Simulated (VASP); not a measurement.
Energy against volume of SrTe (rock salt). Computed with PBE GGA, VASP's PBE PAW potentials (set 64) (plane waves; VASP 6.6.1). Settings: 520 eV cut-off, 7×7×7 Γ-centred mesh, Gaussian smearing of 0.050 eV, potentials Sr_sv Te.

```csv
V (Å³/atom),E (eV/atom)
36.876,-4.13067
38.016,-4.13435
39.157,-4.13111
40.297,-4.12195
```

Problem. Fit these four points and predict the energy of the run at 35.735 Å³/atom.

Solution. A cubic in V^(−2/3), the third-order Birch-Murnaghan form, passes through the four points with V0 = 38.02 Å³/atom and B0 = 32 GPa, and gives -4.1189 eV/atom there. The run gave -4.1189 eV/atom, +0.0 meV/atom from the fit; all five points give B0 = 32 GPa.

The compound is SrTe in the rock salt structure. It was relaxed first.
